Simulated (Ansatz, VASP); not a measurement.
**Two plane-wave programs on YHg**

```xyz
2
Lattice="3.6800 0.0000 0.0000 0.0000 3.6800 0.0000 0.0000 0.0000 3.6800" Properties=species:S:1:pos:R:3 pbc="T T T"
Y     1.8400    1.8400    1.8400
Hg    0.0000    0.0000    0.0000
```

Alike in both runs: task single point; functional LDA; k mesh 6 × 6 × 6; occupations fermi-dirac, width 0.15 eV; no spin polarisation.

|  | VASP | Ansatz |
| --- | --- | --- |
| version | VASP 6.6.1 | Ansatz 0.2.0 |
| potentials or method | VASP PAW LDA potentials, release 64 (Y_sv, Hg) | plane waves, PAW |
| plane-wave cutoff (eV) | 520 | 420 |
| valence electrons in the cell | 23 | 31 |

Ansatz gave:

```
gap on the k mesh at the Fermi level (eV) : none
pressure (GPa)                            : -3.5
```

Question: Estimate VASP's values.

Answer: gap on the k mesh at the Fermi level (eV): none; pressure (GPa): -3.3.

A gap of «none» marks a metal or a gap that the smearing closes. The two sets of potentials don't hold the same shells in valence.

Spin-orbit coupling is left out, which matters for the levels of Hg.
